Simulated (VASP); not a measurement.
Input:

```
EuO
1.0
    0.00000     2.43704     2.43704
    2.43704     0.00000     2.43704
    2.43704     2.43704     0.00000
Eu O
1 1
Cartesian
  0.00000   0.00000   0.00000
  2.43704   2.43704   2.43704
```

Level of theory: PW91 GGA, VASP's PBE PAW potentials (set 64) (plane waves; VASP 6.6.1). Numerical set-up: 520 eV cut-off, 9×9×9 Γ-centred mesh, Gaussian smearing of 0.050 eV, potentials Eu_2 O.

The 4f electrons are frozen in the core of the lanthanide potential, so 4f levels, which can set the real gap, and their magnetism are missing.

### Question
Estimate the energy per atom (σ→0), pressure.

### Answer

| Quantity | Result |
|---|---|
| energy per atom (σ→0) | -6.670 eV/atom |
| pressure | 8.31 GPa |

Only differences to runs with the same potentials and settings are physical.

The compound is EuO in the rock salt structure. This cell is one point of a volume scan, at 0.94 of the reference volume.
